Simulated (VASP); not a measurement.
The system is Mg.

```xyz
2
Lattice="3.2093 0.0000 0.0000 -1.6046 2.7793 0.0000 0.0000 0.0000 5.2103" Properties=species:S:1:pos:R:3 pbc="T T T"
Mg    0.0000    1.8529    1.3026
Mg    1.6047    0.9264    3.9077
```

- Program: VASP 6.6.1
- Task: relaxation of cell and atoms
- Functional: PBEsol
- Potentials or basis: VASP PAW PBE potentials, release 64 (Mg)
- Cutoff: 480 eV
- k mesh: 15 × 15 × 8
- Occupations: gaussian, width 0.1 eV
- Spin: no spin polarisation

At the start: pressure -1.2 GPa; volume 23.24 Å³/atom.

**Question.** How do energy, volume and symmetry change on relaxing?

**Answer.** Over 6 steps the energy falls by 3.4 meV/atom and the volume is 22.46 Å³/atom (-3.3 %); space group P6_3/mmc (No. 194, to 0.05 Å).

Step by step:
```tsv
step	energy change (eV)	largest force (eV/Å)	pressure (GPa)	volume (Å³)
1	0.0000	0.0000	-1.18	46.47
2	-0.0060	0.0000	-0.32	45.33
3	-0.0066	0.0000	0.04	44.90
4	-0.0066	0.0000	0.06	44.87
5	-0.0067	0.0000	0.04	44.89
6	-0.0068	0.0000	0.02	44.92
```

Final structure:
```yaml
crystal:
  lattice:
    - [3.18747, 0.00000, 0.00000]
    - [-1.59374, 2.76043, 0.00000]
    - [0.00000, 0.00000, 5.10571]
  atoms:
    - { symbol: Mg, position: [0.33333, 0.66667, 0.25000] }
    - { symbol: Mg, position: [0.66667, 0.33333, 0.75000] }
```

Caveat: the PAW data sets were made with another functional, which shifts forces and pressure a little.
